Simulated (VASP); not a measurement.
A run of VASP 6.6.1 is set up as follows.

The input INCAR:

```
SYSTEM = H10SO4
PREC = Accurate ; ENCUT = 520
EDIFF = 1E-7 ; ISMEAR = -1
SIGMA = 0.02 ; LREAL = Auto
LASPH = .True. ; NELM = 80
ALGO = Fast ; ISIF = 2
LWAVE = .False. ; LCHARG = .False.
GGA = PE ; IBRION = 2
NSW = 35 ; EDIFFG = -0.3
```

Contents of KPOINTS:

```
Automatic mesh
0
Gamma
  1 1 1
  0 0 0
```

Contents of POSCAR:

```
H10SO4
1.0
    5.6462160000      0.0000000000      0.0000000000
    0.0000000000      5.6462160000      0.0000000000
    0.0000000000      0.0000000000      5.6462160000
O H S
4 10 1
Direct
    0.8007954000      0.4402127000      0.0095359000
    0.2509926000      0.0937661000      0.5094274000
    0.6849756000      0.4665028000      0.5373310000
    0.1014740000      0.1467696000      0.0698743000
    0.8892215000      0.5240306000      0.1302925000
    0.6368139000      0.4656292000      0.0530199000
    0.3757611000      0.1327872000      0.6204993000
    0.2668225000      0.2118959000      0.3860519000
    0.6902178000      0.6074095000      0.4396346000
    0.6841771000      0.3375646000      0.4241892000
    0.1887439000      0.2607280000     -0.0240631000
   -0.0272979000      0.0984197000     -0.0326287000
    0.4218056000      0.8384048000      0.3421886000
    0.0893797000      0.7541230000      0.3807513000
    0.2721643000      0.6795339000      0.2492018000
```

Potentials or basis: VASP PAW PBE potentials, release 64 (O, H, S).

Launch:

```sh
$ cat potpaw_PBE.64/O/POTCAR potpaw_PBE.64/H/POTCAR potpaw_PBE.64/S/POTCAR > POTCAR
$ mpirun -np 1 vasp_gam > vasp.out
```

Q: What does it give for the band gap on the k mesh?

A: 4.05 eV, direct.

Q: Estimate the energy gained by relaxing.

A: 80.8 meV/atom.

Step by step:
| step | energy change (eV) | largest force (eV/Å) | pressure (GPa) |
| --- | --- | --- | --- |
| 1 | 0.0000 | 1.4138 | 4.69 |
| 2 | -0.0835 | 3.1350 | 3.25 |
| 3 | -0.1097 | 2.0392 | 3.67 |
| 4 | -0.2031 | 1.0360 | 3.12 |
| 5 | -0.2745 | 1.2182 | 2.13 |
| 6 | -0.3628 | 0.8477 | 2.76 |
| 7 | -0.4276 | 1.0729 | 3.97 |
| 8 | -0.4903 | 0.7696 | 3.47 |
| 9 | -0.4967 | 0.9863 | 3.26 |
| 10 | -0.5661 | 0.8477 | 2.83 |
| 11 | -0.6039 | 1.4299 | 2.16 |
| 12 | -0.6701 | 0.6766 | 2.69 |
| 13 | -0.6786 | 0.8487 | 2.97 |
| 14 | -0.7122 | 0.4747 | 3.16 |
| 15 | -0.7414 | 0.9440 | 3.51 |
| 16 | -0.7631 | 0.8087 | 3.40 |
| 17 | -0.8056 | 0.8775 | 2.99 |
| 18 | -0.7605 | 2.5654 | 1.88 |
| 19 | -0.8121 | 1.1277 | 2.76 |
| 20 | -0.8541 | 1.1020 | 2.65 |
| 21 | -0.9133 | 1.3023 | 2.10 |
| 22 | -0.9639 | 0.5016 | 2.31 |
| 23 | -0.9807 | 0.9034 | 2.50 |
| 24 | -1.0280 | 0.6023 | 2.47 |
| 25 | -1.0684 | 0.9169 | 2.17 |
| 26 | -1.0991 | 0.6251 | 2.10 |
| 27 | -1.1078 | 0.7405 | 1.99 |
| 28 | -1.1384 | 0.3875 | 2.27 |
| 29 | -1.1489 | 0.5074 | 2.55 |
| 30 | -1.1663 | 0.4630 | 2.37 |
| 31 | -1.1715 | 0.5517 | 2.20 |
| 32 | -1.1855 | 0.4697 | 2.09 |
| 33 | -1.1983 | 0.6019 | 1.80 |
| 34 | -1.2121 | 0.2708 | 2.28 |

Caveat: the relaxation stopped at a loose force limit of 0.3 eV/Å, so its end isn't a converged minimum. A hybrid or GW would open this gap; PBE tends to underestimate it.
